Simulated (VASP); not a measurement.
Energy against volume of BN (zinc blende). Method: PBEsol GGA, VASP's PBE PAW potentials (set 64) (plane waves; VASP).

| V (Å³/atom) | E (eV/atom) |
|---|---|
| 5.517 | -9.14472 |
| 5.693 | -9.16645 |
| 5.869 | -9.17346 |
| 6.045 | -9.16768 |
| 6.221 | -9.15078 |

### Question
Fit a third-order Birch-Murnaghan equation of state.

### Answer

```yaml
volume_per_atom: 5.87 Å³/atom
bulk_modulus: 386 GPa
pressure_derivative_of_the_bulk_modulus: 3.66
lattice_constant_a: 0.3609 nm
```

Measured: bulk modulus 410 GPa at 0 K (computed value off by -5.8 %), as given by Daniel Mejia-Rodriguez et al., Physical Review B (2018), arXiv:1807.09216 [0 K value with the zero-point phonon effect removed]; a 3.593 Å at 0 K (computed value off by +0.4 %), as given by Tamar Goldzak et al., The Journal of Chemical Physics (2022), arXiv:2208.04865 [corrected for zero-point motion].

The compound is BN in the zinc blende structure. It was relaxed first.
